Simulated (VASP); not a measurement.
A snapshot from molecular dynamics of Se, step 21; the first frame, the perfect lattice, has an electronic free energy F (no ionic kinetic energy) of -3.447 eV/atom. The Γ point alone samples so small a cell crudely.

Here is the system:

```
Se
1.0
    6.55500   -11.35359     0.00000
    6.55500    11.35359     0.00000
    0.00000     0.00000     9.90000
Se
54
Cartesian
  6.94665 -10.40478   3.28221
  3.29058   0.04954   0.03750
  0.53776  -0.88272   1.64878
  7.09063 -10.33390   8.36216
  3.27691   0.14349   4.95633
  7.04802  10.49579   6.67968
  2.70178   4.60006   3.27267
  5.46426   3.78396   9.88839
  2.85471   2.78954   1.65616
  9.26421  -6.65628   8.23009
  5.39908   3.87413   4.96265
  2.68039   2.83475   6.54430
  4.90056   8.39174   3.38179
  7.59380   7.45103   9.84828
  4.98045   6.67392   1.69120
  4.92790   8.46949   8.25780
  7.79026   7.68044   4.86873
  4.81280   6.73165   6.55797
  2.82220  -2.84779   3.25285
  5.42059  -3.89035   9.74896
  9.25440   6.64589   1.57557
  2.77251  -2.74273   8.13982
  5.62600  -3.72377   5.04859
  9.22390   6.62838   6.65759
  5.02438   0.89445   3.33146
  7.58201  -0.02390   0.04043
  4.90235  -0.89765   1.58045
  4.96153   0.80043   8.32859
  7.77824   0.14281   4.88681
  4.92736  -0.87837   6.57108
  6.94392   4.59901   3.19757
  9.89567   3.77728   0.07770
  7.02926   2.84297   1.54309
  7.02342   4.78925   8.31320
  9.92093   3.76529   4.84698
  6.90389   2.85764   6.67336
  5.11739  -6.73747   3.32895
  7.82195  -7.63405   9.89411
  4.98879  -8.49402   1.66642
  4.80675  -6.68127   8.25967
  7.72992  -7.48708   5.00176
 11.37386   2.90215   6.54619
  7.11493  -2.81385   3.32458
  9.98299  -3.76511   0.05761
  6.97884  -4.64792   1.56871
  7.05434  -2.87886   8.28401
  9.69539  -3.81680   4.86460
  7.00454  -4.75242   6.72164
  9.54564   0.85995   3.32203
 12.06711   0.04339   0.02477
  9.34041  -0.90842   1.69109
  9.22945   0.80516   8.24715
 12.03199  -0.12971   5.00683
  9.06741  -0.94077   6.59908
```

These are PBE GGA, VASP's PBE PAW potentials (set 64) (plane waves; VASP) values and carry that method's errors. Settings: PREC = Normal, LREAL = Auto, ISYM = 0, EDIFF = 1E-5, 300 eV cut-off, 1×1×1 Γ-centred mesh, Fermi-Dirac smearing of 0.030 eV, potentials Se.

### Question
Give F per atom of this frame and the forces (eV/Å).

### Answer
-3.429 eV/atom.
| atom | Fx | Fy | Fz |
|---|---|---|---|
| Se1 | 0.03 | -0.64 | 0.32 |
| Se2 | 0.25 | -0.26 | -0.08 |
| Se3 | -0.30 | 0.40 | 0.23 |
| Se4 | -0.26 | -0.36 | -0.43 |
| Se5 | 0.87 | -0.28 | -0.13 |
| Se6 | 0.22 | 0.29 | -0.10 |
| Se7 | 0.14 | 0.18 | -0.08 |
| Se8 | 0.01 | 0.13 | -0.19 |
| Se9 | -0.46 | 0.18 | 0.07 |
| Se10 | 0.08 | -0.38 | 0.03 |
| Se11 | 0.43 | -0.54 | -0.01 |
| Se12 | 0.19 | 0.37 | 0.51 |
| Se13 | -0.36 | 0.11 | -0.15 |
| Se14 | 1.03 | 0.62 | 0.18 |
| Se15 | -0.11 | -0.03 | -0.06 |
| Se16 | -0.20 | -0.17 | -0.15 |
| Se17 | 0.37 | -0.28 | 0.30 |
| Se18 | -0.24 | 0.01 | 0.02 |
| Se19 | -0.33 | -0.45 | -0.14 |
| Se20 | 0.16 | 0.37 | 0.81 |
| Se21 | -0.29 | 0.42 | 0.02 |
| Se22 | -0.58 | -1.20 | 0.31 |
| Se23 | -0.19 | -0.09 | -0.41 |
| Se24 | -0.08 | 1.00 | -0.43 |
| Se25 | -0.75 | -0.31 | -0.24 |
| Se26 | 0.93 | -0.02 | 0.02 |
| Se27 | -0.10 | 0.28 | 0.62 |
| Se28 | -0.11 | 0.26 | -0.42 |
| Se29 | 0.16 | -0.15 | -0.05 |
| Se30 | -0.50 | 0.16 | 0.05 |
| Se31 | 0.16 | 0.08 | 0.50 |
| Se32 | 0.21 | -0.02 | -0.16 |
| Se33 | -0.15 | 0.00 | 0.43 |
| Se34 | -0.17 | -0.62 | -0.42 |
| Se35 | 0.26 | 0.17 | 0.17 |
| Se36 | 0.07 | 0.83 | -0.28 |
| Se37 | -0.57 | 0.04 | -0.21 |
| Se38 | 0.16 | 0.03 | 0.14 |
| Se39 | -0.03 | 0.13 | -0.10 |
| Se40 | -0.04 | -0.26 | 0.00 |
| Se41 | -0.08 | -0.40 | -0.35 |
| Se42 | -0.05 | 0.01 | 0.29 |
| Se43 | -0.28 | -0.53 | -0.34 |
| Se44 | -0.03 | -0.02 | -0.15 |
| Se45 | 0.03 | 0.26 | 0.31 |
| Se46 | -0.11 | -0.10 | -0.11 |
| Se47 | 0.77 | 0.03 | 0.41 |
| Se48 | 0.42 | 0.37 | -0.37 |
| Se49 | -0.59 | -0.08 | -0.22 |
| Se50 | 0.22 | -0.07 | 0.02 |
| Se51 | -0.34 | 0.13 | -0.19 |
| Se52 | -0.42 | -0.07 | 0.29 |
| Se53 | 0.32 | 0.36 | -0.05 |
| Se54 | 0.25 | 0.08 | -0.01 |

The cell is a supercell, built from Se (trig). Its lattice is the typed one, not relaxed at this level.
